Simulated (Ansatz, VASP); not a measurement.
# P in two plane-wave programs

Aim: how closely do two programs agree when they are given the same cell, functional and k mesh? The cell is taken from a series of runs on this material, whose earlier steps may have relaxed, scaled, displaced or heated it; both programs get it as it stands.

Method: plane waves, with VASP 6.6.1 beside it; single point at PBEsol, in Ansatz 0.2.0.

## 1. The starting structure

The cell holds 4 atoms: 4 P. Its edges and angles: a = 4.379 Å, b = 3.316 Å, c = 17.131 Å, α = 90.0°, β = 90.0°, γ = 90.0°. It derives from P. As first built, before any earlier steps moved the atoms (in the runner's words): kind sheets cut from a layered crystal; sheets 1; series ['strain P', 0, 'biaxial strain (%)']. Vacuum lies along c.

As a file:

```xyz
4
Lattice="4.3793 0.0000 0.0000 0.0000 3.3164 0.0000 0.0000 0.0000 17.1308" Properties=species:S:1:pos:R:3
P     1.8340    0.0000    9.6231
P     0.3556    1.6582    9.6231
P     4.0237    1.6582    7.5077
P     2.5453    0.0000    7.5077
```

## 2. VASP: single point, PBEsol

A single point gives forces, pressure and levels at one fixed geometry, so differences don't come from the geometry; what else differs is listed under the comparison.

Lines of VASP's logs that name or quote its potential files are left out, and so is its time.

INCAR reads:

```
SYSTEM = P
PREC = Accurate
ENCUT = 400
EDIFF = 1E-06
NELM = 120
ISMEAR = -1
SIGMA = 0.02
LREAL = .FALSE.
ALGO = Normal
GGA = PS
NBANDS = 16
LORBIT = 11
LWAVE = .FALSE.
LCHARG = .FALSE.
ISIF = 2
LASPH = .TRUE.
GGA_COMPAT = .FALSE.
EFERMI = MIDGAP
```

POSCAR reads:

```
P
1.0
    4.3793000000      0.0000000000      0.0000000000
    0.0000000000      3.3164000000      0.0000000000
    0.0000000000      0.0000000000     17.1307681600
P
4
Direct
    0.4187925753      0.0000000000      0.5617443852
    0.0812074247      0.5000000000      0.5617443852
    0.9187925753      0.5000000000      0.4382556148
    0.5812074247      0.0000000000      0.4382556148
```

KPOINTS reads:

```
Automatic mesh
0
Gamma
6 8 1
0 0 0
```

The projector-augmented-wave data sets are P (PBE family, release 64).

Run with:

```sh
$ mpirun -np 1 vasp_std
```

Numbers of over 12 decimals in the logs are rounded to 6 here.

The log of the run:

```text
[banner, memory and clock lines left out]
running    1 mpi-ranks, on    1 nodes
 distrk:  each k-point on    1 cores,    1 groups
 distr:  one band on    1 cores,    1 groups

 POSCAR found type information on POSCAR P
 POSCAR found :  1 types and       4 ions
|                                                                             |
|               ----> ADVICE to this user running VASP <----                  |
|                                                                             |
|     You enforced a specific xc type in the INCAR file but a different       |
|     [... a line on the potential file left out ...]
|     I HOPE YOU KNOW WHAT YOU ARE DOING!                                     |
|                                                                             |

 LDA part: xc-table for (Slater+PW92), standard interpolation
 POSCAR, INCAR and KPOINTS ok, starting setup
 FFT: planning ... GRIDC
 FFT: planning ... GRID_SOFT
 FFT: planning ... GRID
 WAVECAR not read
 entering main loop
       N       E                     dE             d eps       ncg     rms          rms(c)
DAV:   1     0.112372809982E+03    0.11237E+03   -0.60727E+03   640   0.747E+02
DAV:   2    -0.113241023148E+02   -0.12370E+03   -0.11888E+03   928   0.156E+02
DAV:   3    -0.228404739685E+02   -0.11516E+02   -0.11479E+02   912   0.556E+01
DAV:   4    -0.230709603201E+02   -0.23049E+00   -0.23020E+00   904   0.945E+00
DAV:   5    -0.230767496222E+02   -0.57893E-02   -0.57889E-02   984   0.136E+00    0.101E+01
DAV:   6    -0.229130557153E+02    0.16369E+00   -0.89625E-02   824   0.162E+00    0.592E+00
DAV:   7    -0.228361588172E+02    0.76897E-01   -0.15824E-01   832   0.215E+00    0.300E-01
DAV:   8    -0.228356119770E+02    0.54684E-03   -0.12176E-02   816   0.705E-01    0.155E-01
DAV:   9    -0.228354994080E+02    0.11257E-03   -0.63291E-04  1040   0.151E-01    0.117E-01
DAV:  10    -0.228351909752E+02    0.30843E-03   -0.49025E-04   808   0.108E-01    0.755E-02
DAV:  11    -0.228350950562E+02    0.95919E-04   -0.13722E-04   864   0.550E-02    0.277E-02
DAV:  12    -0.228353452835E+02   -0.25023E-03   -0.35041E-04   784   0.697E-02    0.237E-02
DAV:  13    -0.228353754536E+02   -0.30170E-04   -0.92718E-06   896   0.163E-02    0.990E-03
DAV:  14    -0.228354688840E+02   -0.93430E-04   -0.84305E-06   776   0.154E-02    0.193E-02
DAV:  15    -0.228354453541E+02    0.23530E-04   -0.19823E-05   768   0.134E-02    0.931E-03
DAV:  16    -0.228355247557E+02   -0.79402E-04   -0.57367E-06   672   0.895E-03    0.100E-02
DAV:  17    -0.228355590448E+02   -0.34289E-04   -0.28011E-06   688   0.577E-03    0.576E-03
DAV:  18    -0.228355710481E+02   -0.12003E-04   -0.51179E-07   680   0.281E-03    0.750E-04
DAV:  19    -0.228355792032E+02   -0.81551E-05   -0.47285E-07   624   0.227E-03    0.799E-04
DAV:  20    -0.228355820553E+02   -0.28521E-05   -0.15342E-07   608   0.120E-03    0.603E-04
DAV:  21    -0.228355827107E+02   -0.65539E-06   -0.29137E-08   568   0.561E-04
   1 F= -.22835583E+02 E0= -.22835583E+02  d E =-.562778E-09
```

OUTCAR, selected parts (step 2):

```text
ion  position               nearest neighbor table
   1  0.419  0.000  0.562-   2 2.22   2 2.22   4 2.23
   2  0.081  0.500  0.562-   1 2.22   1 2.22   3 2.23
   3  0.919  0.500  0.438-   4 2.22   4 2.22   2 2.23
   4  0.581  0.000  0.438-   3 2.22   3 2.22   1 2.23

  LATTYP: Found a simple orthorhombic cell.
 ALAT       =     3.3164000000
 B/A-ratio  =     1.3204981305
 C/A-ratio  =     5.1654710409

 Subroutine GETGRP returns: Found  8 space group operations
 (whereof  4 operations were pure point group operations)

The static configuration has the point symmetry C_2h.
 The point group associated with its full space group is D_2h.

 Found     20 irreducible k-points:

   k-points           NKPTS =     20   k-points in BZ     NKDIM =     20   number of bands    NBANDS=     16

   dimension x,y,z NGX =    30 NGY =   24 NGZ =  112
   dimension x,y,z NGXF=    60 NGYF=   48 NGZF=  224

   ENCUT  =  400.0 eV  29.40 Ry    5.42 a.u.   7.14  5.41 27.94*2*pi/ulx,y,z

   NELECT =      20.0000    total number of electrons

 k-points in reciprocal lattice and weights: Automatic mesh
   0.00000000  0.00000000  0.00000000       0.021
   0.16666667  0.00000000  0.00000000       0.042
   0.33333333  0.00000000  0.00000000       0.042
   0.50000000  0.00000000  0.00000000       0.021
   0.00000000  0.12500000  0.00000000       0.042
   0.16666667  0.12500000  0.00000000       0.083
   0.33333333  0.12500000  0.00000000       0.083
   0.50000000  0.12500000  0.00000000       0.042
   0.00000000  0.25000000  0.00000000       0.042
[...]
0.33333333  0.50000000  0.00000000       0.042
   0.50000000  0.50000000  0.00000000       0.021

 average (electrostatic) potential at core
       1 -90.4356       2 -90.4356       3 -90.4356       4 -90.4356

 E-fermi :  -1.1830

 k-point     1 :       0.0000    0.0000    0.0000
  band No.  band energies     occupation
    ...
      6      -5.9890      2.00000
      7      -5.1928      2.00000
      8      -3.4591      2.00000
      9      -3.4106      2.00000
     10      -1.5409      2.00000
     11      -0.8251      0.00000
     12      -0.2001      0.00000
     13       1.0253      0.00000
     14       1.8600      0.00000
     15       2.8774      0.00000
    ...

 k-point     2 :       0.1667    0.0000    0.0000
  band No.  band energies     occupation
    ...
      6      -5.6502      2.00000
      7      -5.0688      2.00000
      8      -3.4926      2.00000
      9      -2.6606      2.00000
     10      -2.4223      2.00000
     11      -0.0964      0.00000
     12      -0.0377      0.00000
     13       0.7226      0.00000
     14       1.6352      0.00000
     15       3.0928      0.00000
    ...

 k-point     3 :       0.3333    0.0000    0.0000
  band No.  band energies     occupation
    ...
      6      -4.7217      2.00000
      7      -4.2104      2.00000
      8      -3.7745      2.00000
      9      -3.5615      2.00000
     10      -1.7418      2.00000
     11       0.1971      0.00000
     12       0.2408      0.00000
     13       1.0367      0.00000
     14       1.4449      0.00000
     15       2.6176      0.00000
    ...

  Total        0.0933305     -0.6250375      0.0425189      0.0000000      0.0000000     -0.0000000
  in kB        0.6010153     -4.0250216      0.2738070      0.0000000      0.0000000     -0.0000000
  external PRESSURE =      -1.0500664 kB  Pullay stress =       0.0000000 kB

  energy-cutoff  :      400.00
  volume of cell :      248.80
      direct lattice vectors                 reciprocal lattice vectors
     4.379300000  0.000000000  0.000000000     0.228346996  0.000000000  0.000000000
     0.000000000  3.316400000  0.000000000     0.000000000  0.301531781  0.000000000
     0.000000000  0.000000000 17.130768160     0.000000000  0.000000000  0.058374498

 POSITION                                       TOTAL-FORCE (eV/Angst)
 -----------------------------------------------------------------------------------
      1.83402      0.00000      9.62311         0.001212     -0.000000      0.012204
      0.35563      1.65820      9.62311        -0.001212      0.000000      0.012204
      4.02367      1.65820      7.50766         0.001212     -0.000000     -0.012204
      2.54528      0.00000      7.50766        -0.001212      0.000000     -0.012204
 -----------------------------------------------------------------------------------
    total drift:                                0.000000      0.000000     -0.000000

  FREE ENERGIE OF THE ION-ELECTRON SYSTEM (eV)
  ---------------------------------------------------
  free  energy   TOTEN  =       -22.8355827107 eV

  energy  without entropy=      -22.8355827101  energy(sigma->0) =      -22.83558271

 total charge
# of ion       s       p       d       tot
------------------------------------------
    1        1.077   1.379   0.000   2.456
    2        1.077   1.379   0.000   2.456
    3        1.077   1.379   0.000   2.456
    4        1.077   1.379   0.000   2.456
--------------------------------------------------
tot          4.306   5.516   0.000   9.823

[... 3 further parts left out ...]
```

## 3. Ansatz: single point, PBEsol

Ansatz runs on its PAW soft_1 files.

The same cell, functional, mesh and smearing now go to Ansatz, which takes its cutoff from its data sets.

input.yaml reads:

```yaml
crystal:
  lattice:
    - [4.3793, 0.0, 0.0]
    - [0.0, 3.3164, 0.0]
    - [0.0, 0.0, 17.13076816]
  atoms:
    - { symbol: P, position: [0.4187925753, 0.0, 0.5617443852] }
    - { symbol: P, position: [0.0812074247, 0.5, 0.5617443852] }
    - { symbol: P, position: [0.9187925753, 0.5, 0.4382556148] }
    - { symbol: P, position: [0.5812074247, 0.0, 0.4382556148] }
kpoints:
  mp_grid: { grid: [6, 8, 1] }
scf:
  occupations: { method: fermi_dirac, width: 0.02 }
  n_extra_bands: 8
hamiltonian:
  xc: pbesol
  pseudopotentials: { kind: paw, azcp: { folder: soft_1 }, xc_functional: pbe }
output:
  forces: true
  write_potential: true
  volumetric_format: []
  dos:
    projected: true
    de: 0.05
    e_range: [-30, 12]
    method: { smearing: { sigma: 0.12, scheme: gaussian } }
  eigenstates:
    kpoints:
      - [0.5, 0.0, 0.0]
      - [0.45, 0.0, 0.0]
      - [0.4, 0.0, 0.0]
      - [0.35, 0.0, 0.0]
      - [0.3, 0.0, 0.0]
      - [0.25, 0.0, 0.0]
      - [0.2, 0.0, 0.0]
      - [0.15, 0.0, 0.0]
      - [0.1, 0.0, 0.0]
      - [0.05, 0.0, 0.0]
      - [0.0, 0.0, 0.0]
      - [0.0, 0.03571429, 0.0]
      - [0.0, 0.07142857, 0.0]
      - [0.0, 0.10714286, 0.0]
      - [0.0, 0.14285714, 0.0]
      - [0.0, 0.17857143, 0.0]
      - [0.0, 0.21428571, 0.0]
      - [0.0, 0.25, 0.0]
      - [0.0, 0.28571429, 0.0]
      - [0.0, 0.32142857, 0.0]
      - [0.0, 0.35714286, 0.0]
      - [0.0, 0.39285714, 0.0]
      - [0.0, 0.42857143, 0.0]
      - [0.0, 0.46428571, 0.0]
      - [0.0, 0.5, 0.0]
      - [0.05, 0.5, 0.0]
      - [0.1, 0.5, 0.0]
      - [0.15, 0.5, 0.0]
      - [0.2, 0.5, 0.0]
      - [0.25, 0.5, 0.0]
      - [0.3, 0.5, 0.0]
      - [0.35, 0.5, 0.0]
      - [0.4, 0.5, 0.0]
      - [0.45, 0.5, 0.0]
      - [0.5, 0.5, 0.0]
      - [0.5, 0.46428571, 0.0]
      - [0.5, 0.42857143, 0.0]
      - [0.5, 0.39285714, 0.0]
      - [0.5, 0.35714286, 0.0]
      - [0.5, 0.32142857, 0.0]
      - [0.5, 0.28571429, 0.0]
      - [0.5, 0.25, 0.0]
      - [0.5, 0.21428571, 0.0]
      - [0.5, 0.17857143, 0.0]
      - [0.5, 0.14285714, 0.0]
      - [0.5, 0.10714286, 0.0]
      - [0.5, 0.07142857, 0.0]
      - [0.5, 0.03571429, 0.0]
    e_range: [-8.0, 6.0]
    unfold:
      supercell_matrix: [[1, 0, 0], [0, 1, 0], [0, 0, 1]]
      layers:
        axis: 3
        edges: [0.204758, 0.409068, 0.464975, 0.535025, 0.590932, 0.795242]
```

Run with:

```sh
$ ansatz run input.yaml --threads 4 --pin off --max-ram 11264MiB --backend cpu --events-out ev --progress --plain --runs-dir out
```

The log of the run:

```text
scf.n_extra_bands = 8 over 10 filled bands (N_el = 20.0): the run solves 18 bands
Engine: ansatz 0.2.0, aarch64-unknown-linux-gnu
Pseudopotentials: kind: paw
Pseudopotential: P, paw, valence charge 5, recommended cutoff 420 eV (normal), soft_1/P.paw.azcp
Functional definition: PBEsol
  exchange = pbesol_x
  correlation = pbesol_c
Crystal: 4 atoms, lattice volume = 248.799 Å³
Basis set: ecut = 420 eV, 4905 PW (Γ), exchange–correlation on 60×48×240 points (8 copies of the dense FFT grid, shifted against one another)
Bands: 18, of which v1, the nominal top of the filled ones, is band 10 counted from 1 (9 counted from 0)
Symmetry: 8 space group operations
Space group: Pmna (ITA 53), of the structure as read, at distance tolerance 6.3e-5 Å
k-points: 20 of 48
Non-local potential: P, projectors of the file, l = 0: 2, l = 1: 2, l = 2: 1
PAW form: soft (Blöchl's): semilocal exchange-correlation on the pseudo side does not see the compensation charge
PAW frozen core: P, regenerated for the run's functional, and the local potential with it (the file was generated under x = pbe(κ = 0.804, μ = 0.219515), c = pbe(β = 0.066725))
PAW one-centre angular grid: P, 110 points (default); XC on 64 Gauss nodes
Initial density: superposition of atomic densities (neutral atoms: chi_scale 0, normalization atom)
Initial wavefunctions: pseudopotential atomic-orbital guess
Functional: x = pbesol(κ = 0.804, μ = 0.123457), c = pbesol(β = 0.046)
SCF iter   1: F=—  HF=-2960.177186 eV  |F-HF|=—  |Δ(HF+E_count)|=         —  Δρ=2.19e-2  dr2=8.51e-1  ethr=3.10e-3  ⟨swp⟩=12.2  Hψ=3519  notcnv=0
preconditioner: auto → Resta (q_TF=auto, 1.792 Å⁻¹)  ε∞=2.0  [insulator: Δε(μ)=0.872 eV  Ē_g=10.382 eV  σ=0.020 eV  W_gap=1.00  n_scr=18 (ndim 8)  ℏωp=10.5 eV  f_vac=0.607  D(μ)=0.00/eV (n_scr^D=0)  ε∞_Penn≈2.0  vacuum switching on, ρ_ref=7.8e-3 e/Å³]
SCF iter   2: F=—  HF=-2959.974205 eV  |F-HF|=—  |Δ(HF+E_count)|=   2.03e-1  Δρ=1.10e-2  dr2=2.05e-1  ethr=3.10e-3  ⟨swp⟩=1.0  Hψ=520  notcnv=0  defer=8
SCF iter   3: F=—  HF=-2959.920082 eV  |F-HF|=—  |Δ(HF+E_count)|=   5.41e-2  Δρ=5.96e-4  dr2=1.05e-3  ethr=1.02e-3  ⟨swp⟩=3.0  Hψ=594  notcnv=0  defer=57
SCF iter   4: F=—  HF=-2959.920289 eV  |F-HF|=—  |Δ(HF+E_count)|=   2.08e-4  Δρ=1.87e-4  dr2=1.39e-4  ethr=5.24e-6  ⟨swp⟩=3.3  Hψ=763  notcnv=0  defer=60
SCF iter   5: F=—  HF=-2959.920327 eV  |F-HF|=—  |Δ(HF+E_count)|=   3.77e-5  Δρ=4.73e-5  dr2=1.48e-5  ethr=6.94e-7  ⟨swp⟩=2.0  Hψ=426  notcnv=0  defer=60
SCF iter   6: F=—  HF=-2959.920326 eV  |F-HF|=—  |Δ(HF+E_count)|=   1.29e-6  Δρ=2.23e-5  dr2=2.05e-6  ethr=7.38e-8  ⟨swp⟩=2.2  Hψ=521  notcnv=0  defer=60
SCF iter   7: F=—  HF=-2959.920325 eV  |F-HF|=—  |Δ(HF+E_count)|=   1.76e-7  Δρ=6.24e-6  dr2=1.42e-7  ethr=1.02e-8  ⟨swp⟩=2.3  Hψ=462  notcnv=0  defer=60
SCF iter   8: F=-2959.920325 eV  HF=-2959.920325 eV  |F-HF|=2.98e-10  |Δ(HF+E_count)|=   3.63e-9  Δρ=6.80e-7  dr2=1.34e-9  ethr=5.00e-10  ⟨swp⟩=20.1  Hψ=3315  notcnv=0
SCF 1 converged in 8 iterations: F = -2959.920325 eV  dr2 = 1.34e-9
  greatest PAW one-centre occupation: 0.804 electrons in one spin orbital (limit 2), on the P atom at site 3 (counted from 0), in its partial waves of l = 0
NSCF: frozen V_eff on 48 k-points
WARN: The output density's exchange-correlation potential varies sharply where the density is thin. Do not read a vacuum level from v_tot or v_xc, or from such a field of the output density. On a cell that repeats whose density bears no net charge and no dipole along the vacuum's axis use v_es (v_loc + v_h of the components); under efield.dipole_correction with no amplitude use v_es + v_field, which holds any externa [...]
SCF converged after 8 iterations
Free energy (F): -2959.920325 eV
Harris-Foulkes:  -2959.920325 eV  (|F-HF|=2.98e-10)
Internal energy: -2959.920325 eV  (E = F + TS)
E sigma→0 (E₀):  -2959.920325 eV
Fermi energy:    -0.879515 eV
--- Per-component energies (eV) ---
  E_band       = -150.081465
  E_kinetic    = 273.132758
  E_local      = -4306.668804  (includes V_loc(G=0)·N_el)
  E_nonlocal   = 130.606807
  E_hartree    = 2013.000438
  E_xc         = -287.319416
  E_vxc        = -242.438349  (∫ρ·V_xc dr)
  E_paw        = -2172.716211  (= ΣΔE_a)
  E_vpaw       = -30.713317  (= ΣTr[D̂ρ^β])
  E_aug_tail   = -0.000001  (compensation charges beyond the density's cutoff)
  E_ewald      = 1389.859719
  E_core_change = 0.184385  (= ΣΔE_core)
  E_smearing   = -0.000000  (= −TS)
  E_closure    = 0.000000  (closes the sum)
  Σ components = -2959.920325   (vs F -2959.920325, Δ=0.00e0)
--- Forces (eV/Å), atoms counted from 1 ---
  atom   1  P      0.01465501     0.00000000     0.02973520
  atom   2  P     -0.01465501     0.00000000     0.02973520
  atom   3  P      0.01465501     0.00000000    -0.02973520
  atom   4  P     -0.01465501     0.00000000    -0.02973520
  max |Σ_I F_I| component: 6.94e-18 eV/Å
--- Band table (eV; the first three rows and the last of 20) ---
  k-point 0: bands = [... 6 lower, -4.9043, -3.1515, -3.1257, -1.2309, -0.5305, 0.0763, 1.2881, 2.1452, ... 4 higher]
  k-point 1: bands = [... 6 lower, -5.7245, -3.8719, -3.0599, -1.2868, -0.3517, 1.2069, 1.4479, 2.4908, ... 4 higher]
  k-point 2: bands = [... 6 lower, -5.3923, -4.1432, -2.9545, -1.7387, -0.0778, 0.1733, 1.8564, 2.3806, ... 4 higher]
  k-point 19: bands = [... 6 lower, -6.2408, -6.2408, -2.6031, -2.6031, 1.1144, 1.1144, 3.1224, 3.1224, ... 4 higher]
```

Reading the cycles: dr2 is the Hartree energy of the density residual (eV), the measure of convergence; HF is the Harris–Foulkes estimate of the energy, which meets the free energy F at convergence.

## 4. Side by side

Known differences besides the potentials themselves: the cutoff is 420 eV in Ansatz and 400 eV in VASP; Ansatz makes its cores anew for this functional, VASP keeps those of its PBE data sets. Total energies have different zeros and are not compared.

Compared:

```
              quantity  Ansatz   VASP  difference
gap on the k mesh (eV)   0.700  0.716      -0.015
```

At this near-relaxed geometry the largest component of a force difference is 18 meV/Å. A gap on the mesh is an upper bound, since the band edges may lie between its points. With vacuum in the cell, a pressure given here is an average over mostly empty space and none of the material.

## 5. Outcome

| Quantity | Value |
| --- | --- |
| r.m.s. force difference (single point, PBEsol) | 13 meV/Å |

What this shows: The r.m.s. force difference is 13 meV/Å (single point, PBEsol), beyond the 12 meV/Å picked in this series as the mark of a large difference. What causes the difference of the single point, PBEsol pair stays open here. 1 further run of this series is not shown here. Such differences can come from data sets, numerical settings and the points named under the comparisons, not from the functional's error against experiment.

[Lines on the potential files, build, host, timing and source positions are cut from VASP's logs without a mark.]

[Logs are printed without paths, hosts, clocks, repeated set-up lines and the standing remarks that a program may print on its own settings, such as how far it seeks lower states.]

[Hosts, paths, dates, database ids (printed as entryN), source tags and the programs' standing remarks are cut or masked in the printed files.]
